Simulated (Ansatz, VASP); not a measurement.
# YHf7O16 (a cell with a defect) in VASP and in Ansatz

```
Y Hf O
1.0
     0.00000    5.11500    5.11500
     5.11500    0.00000    5.11500
     5.11500    5.11500    0.00000
Y Hf O
1 7 16
Direct
  0.00000 0.00000 0.00000
  0.00000 0.00000 0.50000
  0.00000 0.50000 0.00000
  0.00000 0.50000 0.50000
  0.50000 0.00000 0.00000
  0.50000 0.00000 0.50000
  0.50000 0.50000 0.00000
  0.50000 0.50000 0.50000
  0.13034 0.13034 0.13034
  0.13034 0.13034 0.60899
  0.13034 0.60899 0.13034
  0.13008 0.62331 0.62331
  0.60899 0.13034 0.13034
  0.62331 0.13008 0.62331
  0.62331 0.62331 0.13008
  0.62331 0.62331 0.62331
  0.37669 0.37669 0.37669
  0.37669 0.37669 0.86992
  0.37669 0.86992 0.37669
  0.39101 0.86966 0.86966
  0.86992 0.37669 0.37669
  0.86966 0.39101 0.86966
  0.86966 0.86966 0.39101
  0.86966 0.86966 0.86966
```

Alike in both runs: functional PBE; k mesh 3 × 3 × 3; occupations fermi-dirac, width 0.01 eV; collinear spin.

Ansatz relaxed the structure, and its values are those at the end. VASP's run is a single point on that final structure, the one shown.

|  | VASP | Ansatz |
| --- | --- | --- |
| version | VASP 6.6.1 | Ansatz 0.2.0 |
| potentials or method | VASP PAW PBE potentials, release 64 (Y_sv, Hf_pv, O) | plane-wave PAW, scalar-relativistic |
| plane-wave cutoff (eV) | 520 | 420 |
| valence electrons in the cell | 177 | 289 |

VASP gave:

* pressure (GPa): -0.4
* rms of the force components (eV/Å): 0.034
* net moment per atom (μB): 0.00

**Question.** What did Ansatz give for the same quantities?

**Answer.** Pressure (GPa): 2.7; rms of the force components (eV/Å): 0.008; net moment per atom (μB): 0.00.

The two sets of potentials don't hold the same shells in valence. Ansatz warned: «gradients_without_spin_orbit».

Spin-orbit coupling is left out, which matters for the levels of Hf.
